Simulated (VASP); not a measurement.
## LiH (Fm-3m): energy against volume by PBE and RPA

```yaml
crystal:
  lattice:
    - [0.00000, 2.04200, 2.04200]
    - [2.04200, 0.00000, 2.04200]
    - [2.04200, 2.04200, 0.00000]
  atoms:
    - { symbol: Li, position: [0.00000, 0.00000, 0.00000] }
    - { symbol: H, position: [0.50000, 0.50000, 0.50000] }
```

RPA total energy on PBE orbitals (quartic-scaling ACFDT), PAW potentials of the _GW family (VASP); 4×4×4 mesh, wave cutoff 563.8 eV (650.5 eV for the PBE and exact-exchange energies), correlation extrapolated to infinite response cutoff from cutoffs up to 375.9 eV, 531 bands in all, long-wavelength term: neglected, exchange with the bare kernel with the probe-charge correction. The band count is that of the given cell and grows with the volume.

Energies and volumes of the whole cell, energies counted from the given cell:

| V/V_given | V (Å³) | PBE (meV) | Hartree-Fock expression on these orbitals (meV) | RPA (meV) |
| --- | --- | --- | --- | --- |
| 0.84 | 14.30 | 27 | 68 | 9 |
| 0.88 | 14.99 | 8 | 38 | -5 |
| 0.92 | 15.67 | -2 | 17 | -11 |
| 0.96 | 16.35 | -4 | 5 | -8 |
| 1.00 | 17.03 | 0 | 0 | 0 |

**Question.** Fit third-order Birch-Murnaghan curves. Where are the minima?

**Answer.** PBE: V0 = 8.11 Å³ an atom (lattice constants -1.6 % against the given cell), B0 = 37 GPa; Hartree-Fock expression on these orbitals: V0 = 8.62 Å³ an atom (lattice constants +0.4 % against the given cell), B0 = 34 GPa (extrapolated past the volumes computed, so rough); RPA: V0 = 7.90 Å³ an atom (lattice constants -2.5 % against the given cell), B0 = 39 GPa.

The mesh is coarse, so these are values at the stated settings, not converged ones.
